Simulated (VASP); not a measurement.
Level of theory: AM05 GGA, VASP's PBE PAW potentials (set 64) (plane waves; VASP).

VASP ran on this input.

**INCAR**
```
ALGO = Normal
EDIFF = 1E-7
ENCUT = 520
GGA = AM
ISIF = 2
ISMEAR = 0
LASPH = .TRUE.
LCHARG = .FALSE.
LREAL = .FALSE.
LWAVE = .FALSE.
NELM = 100
PREC = Accurate
SIGMA = 0.05
SYSTEM = LiCl
```

### KPOINTS
```
Automatic mesh
0
Gamma
9 9 9
0 0 0
```

POSCAR:
```
LiCl
2.6115860
  0.0000000000   0.9999999066   0.9999999066
  0.9999999066   0.0000000000   0.9999999066
  0.9999999066   0.9999999066   0.0000000000
Li Cl
1 1
Direct
  0.0000000000   0.0000000000   0.0000000000
  0.5000000000   0.5000000000   0.5000000000
```

POTCAR, in this order: Li_sv Cl (PBE.64 set). Program: vasp_std.

Problem. Estimate the energy per atom (σ→0), pressure, band gap (on the k-mesh).

Solution. 
```json
{
 "energy per atom (σ→0)": "-3657 meV/atom",
 "band gap (on the k-mesh)": "6.01 eV",
 "pressure": "-1.68 GPa"
}
```

**OSZICAR**
```
...
DAV:   9    -0.731477546162E+01   -0.46765E-04   -0.41571E-04   855   0.184E-01    0.452E-02
DAV:  10    -0.731486854619E+01   -0.93085E-04   -0.20156E-04   685   0.128E-01    0.358E-02
DAV:  11    -0.731487668843E+01   -0.81422E-05   -0.17295E-05   801   0.360E-02    0.100E-02
DAV:  12    -0.731487754822E+01   -0.85979E-06   -0.80820E-07   713   0.914E-03    0.767E-03
DAV:  13    -0.731487613778E+01    0.14104E-05   -0.73341E-07   790   0.694E-03    0.519E-04
DAV:  14    -0.731487628397E+01   -0.14619E-06   -0.11224E-08   369   0.118E-03    0.174E-04
DAV:  15    -0.731487626284E+01    0.21132E-07   -0.18010E-09   342   0.428E-04
   1 F= -.73148763E+01 E0= -.73148763E+01  d E =-.501658E-18
```

The compound is LiCl in the rock salt structure. This cell is one point of a volume scan, at 1.06 of the reference volume.
